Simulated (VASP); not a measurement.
Level of theory: PBEsol GGA, VASP's PBE PAW potentials (set 64) (plane waves; VASP).

VASP input:

### POSCAR
```
Cs(110) slab
1
    5.1998735194     0.0000000000     0.0000000000
   -1.7332908450     4.9024875935     0.0000000000
    0.0000000000     0.0000000000    27.5017007083
Cs
3
Direct
  0.5000000000   0.5000000000   0.3456210000
  0.0000000000   0.0000000000   0.5000000000
  0.5000000000   0.5000000000   0.6543790000
```

### INCAR
```
# general
SYSTEM   =  Cs(110) slab
PREC     =  Normal
ENCUT    =  400
LREAL    =  .FALSE.
LASPH    =  .TRUE.

# electronic loop
EDIFF    =  1E-6
NELM     =  100
NELMIN   =  4
ALGO     =  Normal
LMAXMIX  =  4

# smearing
ISMEAR   =  1
SIGMA    =  0.1

# functional
GGA      =  PS

# output
LWAVE    =  .FALSE.
LCHARG   =  .FALSE.
LORBIT   =  11
LVHAR    =  .TRUE.

# other
LDIPOL   =  .TRUE.
IDIPOL   =  3
DIPOL    =  0.5 0.5 0.5
```

### KPOINTS
```
K-points
0
Gamma
6 6 1
0 0 0
```

POTCAR, in this order: Cs_sv (PBE.64 set). Program: vasp_std. Read from the step before: WAVECAR.

What VASP printed:

File OSZICAR:
```
       N       E                     dE             d eps       ncg     rms          rms(c)
DAV:   1    -0.258572461244E+01   -0.25857E+01   -0.42250E-06   388   0.383E-03    0.589E-04
DAV:   2    -0.258572452036E+01    0.92079E-07   -0.57837E-07   491   0.209E-03    0.194E-04
DAV:   3    -0.258572451572E+01    0.46412E-08   -0.59308E-08   252   0.852E-04    0.887E-05
DAV:   4    -0.258572451398E+01    0.17380E-08   -0.70456E-09   230   0.425E-04
   1 F= -.25857245E+01 E0= -.25853155E+01  d E =-.122696E-02
```

File OUTCAR:
```
------------------------ aborting loop because EDIFF is reached ----------------------------------------
  FORCE on cell =-STRESS in cart. coord.  units (eV):
  Direction    XX          YY          ZZ          XY          YZ          ZX
  --------------------------------------------------------------------------------------
  Total       -0.0929785     -0.1881149      0.0114889     -0.1345432      0.0000000      0.0000000
  in kB       -0.2124830     -0.4298974      0.0262556     -0.3074706      0.0000000      0.0000000
  external PRESSURE =      -0.2053749 kB  Pullay stress =       0.0000000 kB
  volume of cell :      701.08
      direct lattice vectors                 reciprocal lattice vectors
     5.199873519  0.000000000  0.000000000     0.192312370  0.067992680  0.000000000
    -1.733290845  4.902487594  0.000000000     0.000000000  0.203978079  0.000000000
     0.000000000  0.000000000 27.501700708     0.000000000  0.000000000  0.036361388
 POSITION                                       TOTAL-FORCE (eV/Angst)
 -----------------------------------------------------------------------------------
      1.73329      2.45124      9.50517        -0.000000      0.000000     -0.004088
      0.00000      0.00000     13.75085         0.000000      0.000000      0.000000
      1.73329      2.45124     17.99654         0.000000     -0.000000      0.004088
 -----------------------------------------------------------------------------------
    total drift:                                0.000000     -0.000000      0.000000
  FREE ENERGIE OF THE ION-ELECTRON SYSTEM (eV)
  ---------------------------------------------------
  free  energy   TOTEN  =        -2.5857245140 eV

  energy  without entropy=       -2.5844975515  energy(sigma->0) =       -2.58531553

 total charge

# of ion       s       p       d       tot
------------------------------------------
    1        1.875   4.673   0.008   6.555
    2        1.875   4.670   0.011   6.556
    3        1.875   4.673   0.008   6.555
--------------------------------------------------
tot          5.624  14.015   0.027  19.666
```
(Selected blocks of OUTCAR.)

The cell is a thin slab with vacuum, built from Cs (bcc): (110) face.
